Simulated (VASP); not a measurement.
Given:

```xyz
3
Lattice="3.2705 0.0000 0.0000 -1.6353 2.8324 0.0000 0.0000 0.0000 3.8269" Properties=species:S:1:pos:R:3 pbc="T T T"
Y      0.0000     0.0000     0.0000
B      0.0000     1.8882     1.9135
B      1.6353     0.9441     1.9135
```

Level of theory: PBEsol GGA, VASP's PBE PAW potentials (set 64) (plane waves; VASP 6.6.1). Settings: 520 eV cut-off, 12×12×9 Γ-centred mesh, tetrahedra with Blöchl corrections, potentials Y_sv B.

Tabulate the total density of states (states/eV per cell) against energy (eV; zero at the valence-band maximum or, without a gap, the Fermi level).

```
E (eV) | DOS (states/eV)
    -9.89 | ### 0.23
    -9.29 | ##### 0.42
    -8.81 | ######### 0.76
    -8.22 | ######### 0.83
    -7.62 | ######## 0.74
    -7.14 | ##### 0.41
    -6.55 | ## 0.16
    -5.95 | ######### 0.82
    -5.47 | ######## 0.73
    -4.88 | ###### 0.50
    -4.28 | ###### 0.56
    -3.81 | ########## 0.85
    -3.21 | ########### 0.94
    -2.61 | ################# 1.46
    -2.14 | ##################### 1.83
    -1.54 | ############################## 2.65
    -0.94 | ########## 0.85
    -0.47 | #################### 1.79
     0.13 | ########### 0.99
     0.72 | ####### 0.65
     1.20 | ### 0.28
     1.80 | ## 0.16
     2.39 | ####### 0.63
     2.87 | ############# 1.16
     3.47 | ############ 1.04
```
Within 2 eV below the Fermi level the largest weight inside VASP's projection spheres is B p, then Y d.

The structure comes from a computed database's YB2 entry (P6/mmm); how it stands against other phases isn't given here. It was relaxed first. The electron count is odd and the run is not spin-polarised, which forces a metal.
